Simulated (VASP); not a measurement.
VASP runs on Na2S (space group Fm-3m) share one base input (PBE GGA, plane waves, VASP's PBE PAW potentials (set 64)) and change the settings named in each case.

**INCAR**
```
SYSTEM  =  Na2S
PREC  =  Accurate; ENCUT  =  300; LREAL  =  F
LASPH  =  T
EDIFF  =  1E-6; NELM  =  100; ALGO  =  Normal
ISMEAR  =  0; SIGMA  =  0.01
GGA  =  PE
ISIF  =  2
LWAVE  =  F; LCHARG  =  F
```

**KPOINTS**
```
Automatic mesh
0
Gamma
7 7 7
0 0 0
```

**POSCAR**
```
Na2S
6.5080580
  0.0000000000   0.5000000000   0.5000000000
  0.5000000000   0.0000000000   0.5000000000
  0.5000000000   0.5000000000   0.0000000000
Na S
2 1
Cart
  0.2500000000   0.2500000000   0.2500000000
  0.7500000000   0.7500000000   0.7500000000
  0.0000000000   0.0000000000   0.0000000000
```

POTCAR, in this order: Na_pv S (PBE.64 set). Program: vasp_std.

```csv
change,E(σ→0) (eV/atom),pressure (GPa)
base run,-3.3235,0.75
EDIFF = 1E-01,-3.3200,3.20
EDIFF = 1E-02,-3.3229,0.32
EDIFF = 1E-03,-3.3229,0.70
EDIFF = 1E-04,-3.3229,0.61
EDIFF = 1E-05,-3.3235,0.74
EDIFF = 1E-06,-3.3235,0.75
EDIFF = 1E-08,-3.3235,0.75
EDIFF = 1E-10,-3.3235,0.75
EDIFF = 1E-12,-3.3235,0.75
NBANDS = 10,-3.3235,0.75
NBANDS = 11,-3.3235,0.75
NBANDS = 12,-3.3235,0.75
```
 Energies of different potentials or functionals have different zeros.  At 300 eV the pressure can carry a Pulay error.

Left out are runs that ran out of time, are held back, or changed the cell or the kind of run, fixed moments of cells without a moment, rows past the twelfth, gaps on odd meshes, pressures of charged cells and columns that move by less than the noise.

The structure comes from a computed database's Na2S entry; how it stands against other phases isn't given here. The cell was not relaxed at this level, its lattice was scaled by up to 2.5 %.
